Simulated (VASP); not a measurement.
VASP runs on TiS2 (1T layered) share one base input (PBE GGA, plane waves, VASP's PBE PAW potentials (set 64)) and change the settings named in each case.

**INCAR**
```
SYSTEM  =  TiS2
PREC  =  Accurate
GGA  =  PE
ENCUT  =  400
ALGO  =  Normal   ! blocked Davidson
ISIF  =  2   ! forces and stress, cell fixed
SIGMA  =  0.1   ! width (eV)
LREAL  =  .FALSE.   ! projection in real space or not
NELM  =  100   ! most electronic steps
EDIFF  =  1E-6   ! SCF stop (eV)
LWAVE  =  .FALSE.
LCHARG  =  .FALSE.
LASPH  =  .TRUE.
LMAXMIX  =  4
ISMEAR  =  1   ! Methfessel-Paxton
```

File KPOINTS:
```
Automatic mesh
0
Gamma
9 9 5
0 0 0
```

File POSCAR:
```
TiS2
1
    1.7050000000    -2.9531470000     0.0000000000
    1.7050000000     2.9531470000     0.0000000000
    0.0000000000     0.0000000000     5.7000000000
Ti S
1 2
Direct
  0.0000000000   0.0000000000   0.0000000000
  0.3333330000   0.6666670000   0.2500000000
  0.6666670000   0.3333330000   0.7500000000
```

POTCAR, in this order: Ti_sv S (PBE.64 set). Program: vasp_std.

| change | E(σ→0) (eV/atom) | pressure (GPa) | −TS (eV) |
|---|---|---|---|
| base run | -6.6405 | 0.25 | 0.0000 |
| LDAU = .TRUE., LDAUJ = 0 0, LDAUL = 2 -1, LDAUTYPE = 2, LDAUU = 1.0 0 | -6.4069 | 1.24 | 0.0000 |
| LDAU = .TRUE., LDAUJ = 0 0, LDAUL = 2 -1, LDAUTYPE = 2, LDAUU = 2.0 0 | -6.1790 | ___ | 0.0003 |
| LDAU = .TRUE., LDAUJ = 0 0, LDAUL = 2 -1, LDAUTYPE = 2, LDAUU = 3.0 0 | -5.9565 | 3.21 | 0.0004 |
| LDAU = .TRUE., LDAUJ = 0 0, LDAUL = 2 -1, LDAUTYPE = 2, LDAUU = 4.0 0 | -5.7394 | 4.15 | 0.0003 |
| LDAU = .TRUE., LDAUJ = 0 0, LDAUL = 2 -1, LDAUTYPE = 2, LDAUU = 5.0 0 | -5.5276 | 5.11 | 0.0002 |
| LDAU = .TRUE., LDAUJ = 0 0, LDAUL = 2 -1, LDAUTYPE = 2, LDAUU = 6.0 0 | -5.3209 | 6.06 | 0.0002 |
| LDAU = .TRUE., LDAUJ = 0 0, LDAUL = 2 -1, LDAUTYPE = 2, LDAUU = 8.0 0 | -4.9222 | ___ | 0.0003 |
| LDAU = .TRUE., LDAUJ = 0 0, LDAUL = 2 -1, LDAUTYPE = 2, LDAUU = 5.0 0, LMAXMIX = 2 | -5.5276 | 5.14 | 0.0002 |

Q: Complete the blanks.

A: 
- LDAU = .TRUE., LDAUJ = 0 0, LDAUL = 2 -1, LDAUTYPE = 2, LDAUU = 2.0 0, pressure (GPa): 2.26
- LDAU = .TRUE., LDAUJ = 0 0, LDAUL = 2 -1, LDAUTYPE = 2, LDAUU = 8.0 0, pressure (GPa): 7.97

Energies of different potentials or functionals have different zeros.

Left out are runs that ran out of time, are held back, or changed the cell or the kind of run, fixed moments of cells without a moment, rows past the twelfth, gaps on odd meshes, pressures of charged cells and columns that move by less than the noise.

The compound is TiS2 in the 1T layered structure. The cell was not relaxed at this level.
